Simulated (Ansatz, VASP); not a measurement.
Given: the input of a run of Ansatz 0.2.0 on ZnPb2N2.

The input input.yaml:

```yaml
crystal:
  lattice:
    - [3.6489904034, 0.0, 0.0]
    - [-1.8244952018, 3.1601183875, 0.0]
    - [0.0, 0.0, 9.2049592555]
  atoms:
    - { symbol: Pb, position: [0.3333333333, 0.6666666667, 0.813067] }
    - { symbol: Pb, position: [0.6666666667, 0.3333333333, 0.186933] }
    - { symbol: Zn, position: [0.0, 0.0, 0.5] }
    - { symbol: "N", position: [0.0, 0.0, 0.301681] }
    - { symbol: "N", position: [0.0, 0.0, 0.698319] }
hamiltonian:
  xc: pbe
  pseudopotentials: { kind: paw }
kpoints:
  mp_grid: { grid: [8, 8, 3] }
scf:
  occupations: { method: fermi_dirac, width: 0.05 }
output:
  forces: true
  stress: true
  eigenvalues: true
```

Potentials or basis: Ansatz PAW.

The run is started by

```bash
$ ansatz run input.yaml --threads 2 --pin off --max-ram 5120MiB --backend cpu --events-out ev --progress --plain --runs-dir out
```

Problem. Translate it to VASP 6.6.1. Potentials there: VASP PAW PBE potentials, release 64 (Pb_d, Zn, N).

Solution. As run (the cutoff follows the program's own potentials):

The input INCAR:

```
SYSTEM = ZnPb2N2
  PREC = Accurate
  ENCUT = 520
  EDIFF = 1E-7
  ISMEAR = -1
  SIGMA = 0.05
  LREAL = .False.
  LASPH = .True.
  NELM = 60
  ALGO = Normal
  ISIF = 2
  LWAVE = .False.
  LCHARG = .False.
  GGA = PE
  NBANDS = 33
```

The input KPOINTS:

```
Automatic mesh
0
Gamma
  8 8 3
  0 0 0
```

The input POSCAR:

```
ZnPb2N2
1.0
    3.6489904034      0.0000000000      0.0000000000
   -1.8244952018      3.1601183875      0.0000000000
    0.0000000000      0.0000000000      9.2049592555
Pb Zn N
2 1 2
Direct
    0.3333333333      0.6666666667      0.8130670000
    0.6666666667      0.3333333333      0.1869330000
    0.0000000000      0.0000000000      0.5000000000
    0.0000000000      0.0000000000      0.3016810000
    0.0000000000      0.0000000000      0.6983190000
```

Potentials or basis: VASP PAW PBE potentials, release 64 (Pb_d, Zn, N).

Run with:

```sh
$ cat potpaw_PBE.64/Pb_d/POTCAR potpaw_PBE.64/Zn/POTCAR potpaw_PBE.64/N/POTCAR > POTCAR
$ mpirun -np 1 vasp_std > vasp.out
```

Both were run:

|  | VASP | Ansatz | Ansatz less VASP |
| --- | --- | --- | --- |
| gap on the k mesh at the Fermi level (eV) | 0.70 | 0.72 | +0.015 |
| least direct gap on the mesh (eV) | 1.45 | 1.45 | +0.008 |
| pressure (GPa) | 1.4 | 1.1 | -0.22 |
| largest component of the traceless stress (GPa) | 0.50 | 0.04 | -0.455 |
| rms of the force components (eV/Å) | 0.059 | 0.055 | -0.0039 |

Atom by atom the forces differ by 0.039 eV/Å (rms over components).

Caveats: spin-orbit coupling is left out, which as a rule narrows the gap of such compounds by several tenths of an eV; an odd mesh through Γ misses points on the zone boundary, where band edges often lie (VASP); odd divisions of the mesh miss points on the zone boundary, where band edges often lie, so the gap on the mesh can be too wide (Ansatz).
